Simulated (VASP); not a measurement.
Here is the system:

```xyz
2
Lattice="0.0000 2.1938 2.1938 2.1938 0.0000 2.1938 2.1938 2.1938 0.0000" Properties=species:S:1:pos:R:3 pbc="T T T"
Nb     0.0000     0.0000     0.0000
N      2.1938     2.1938     2.1938
```

All values below come from PBE GGA with D3 dispersion (zero damping), VASP's PBE PAW potentials (set 64) (plane waves; VASP). Run with 520 eV cut-off, 14×14×14 Γ-centred mesh, first-order Methfessel-Paxton smearing of 0.10 eV, potentials Nb_sv N.

Question: The job: NbN (rock salt), 2 atoms, PBE-D3 (zero damping), static run, 520 eV, 14×14×14 Γ-centred mesh. Roughly how much core time does it take on a busy server core?

Answer: About 10 core-seconds (one run on a shared machine, a rough figure). It had 104 irreducible k-points, 13 bands, up to 588 plane waves and 15 electronic steps.

The compound is NbN in the rock salt structure, the cubic δ form, which competes with hexagonal ones. It was relaxed first. VASP warned that the highest band is occupied, so more bands are needed.
